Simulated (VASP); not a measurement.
## HfB: equation of state with PBE

The system is HfB.

```
Hf B
1.0
     0.00000    2.31000    2.31000
     2.31000    0.00000    2.31000
     2.31000    2.31000    0.00000
Hf B
1 1
Direct
  0.50000 0.50000 0.50000
  0.00000 0.00000 0.00000
```

| Property | Result |
| --- | --- |
| Program | VASP 6.6.1 |
| Task | equation of state |
| Functional | PBE |
| Potentials or basis | VASP PAW PBE potentials, release 64 (Hf_pv, B) |
| Cutoff | 520 eV |
| k mesh | 10 × 10 × 10 |
| Occupations | fermi-dirac, width 0.05 eV |
| Spin | no spin polarisation |
| Further INCAR settings | ALGO = Normal; EDIFF = 1e-07; NBANDS = 14 |

- Equilibrium volume: 14.14 Å³/atom (rough: see the caveat)
- Bulk modulus: 171 GPa (rough)

Energy against volume, from the lowest point:
```
volume (Å³/atom)  energy (meV/atom)
          11.587             288.90
          11.833             217.62
          12.080             156.69
          12.326             105.25
          12.573              62.46
          12.819              27.60
          13.066               0.00
```

All runs of the series together: 65 s on 1 thread of AMD EPYC 9R45 (Zen 5), on a shared host.

Caveat: the minimum lies outside the volumes run. The run has no spin-orbit coupling, so splittings on Hf are missing.
